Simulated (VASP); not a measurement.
All values below come from PBE GGA with spin-orbit coupling, VASP's PBE PAW potentials (set 64) (plane waves; VASP).

Input for VASP

### KPOINTS
```
Automatic mesh
0
Gamma
6 6 6
0 0 0
```

POSCAR:
```
HfB2
1
    0.0000000000     3.8554860000     3.9876540000
    2.2385520000     0.0000000000     3.9876540000
    2.2385520000     3.8554860000     0.0000000000
B Hf
4 2
Direct
  0.6635000000   0.3365000000   0.6635000000
  0.3365000000   0.6635000000   0.3365000000
  0.5865000000   0.9135000000   0.5865000000
  0.9135000000   0.5865000000   0.9135000000
  0.0000000000   0.0000000000   0.0000000000
  0.2500000000   0.2500000000   0.2500000000
```

### INCAR
```
! general
SYSTEM        = HfB2
PREC          = Accurate
ENCUT         = 400
LREAL         = .False.
LASPH         = .True.   ! aspherical one-centre terms

! electronic loop
EDIFF         = 1E-6   ! SCF stop (eV)
NELM          = 100   ! most electronic steps
ALGO          = Normal
LMAXMIX       = 6   ! l cut-off of mixed one-centre charges

! smearing
ISMEAR        = -1
SIGMA         = 0.136   ! width (eV)

! functional
GGA           = PE
GGA_COMPAT    = .False.

! spin
MAGMOM        = 18*0.0
LSORBIT       = .True.
LNONCOLLINEAR = .True.

! ions
ISIF          = 2   ! forces and stress, cell fixed

! output
LWAVE         = .False.
LCHARG        = .False.
LORBIT        = 11
```

POTCAR, in this order: B Hf_pv (PBE.64 set). Program: vasp_ncl.

Question: What will the output report for the number of irreducible k-points (NKPTS), largest plane-wave count, number of space-group operations, FFT grid (NGX, NGY, NGZ)?

Answer: 
```json
{
  "number of irreducible k-points (NKPTS)": "46",
  "largest_plane_wave_count": "2544",
  "number_of_space_group_operations": "8",
  "FFT grid (NGX, NGY, NGZ)": "36 × 30 × 30"
}
```

The structure was generated: HfB2 was put into an ordered model structure, which need not be its known phase. The cell was not relaxed at this level. The k-mesh is coarse (spacing up to 0.30 per Å, 2π included), so the numbers may not be converged in it. The run is one of a series of settings (GGA_COMPAT = .FALSE., LNONCOLLINEAR = .TRUE., LSORBIT = .TRUE., MAGMOM = 0.0 0.0 0.0 0.0 0.0 0.0 0.0 0.0 0.0 0.0 0.0 0.0 0.0 0.0 0.0 0.0 0.0 0.0, program vasp_ncl against the base run), some of them coarse on purpose.
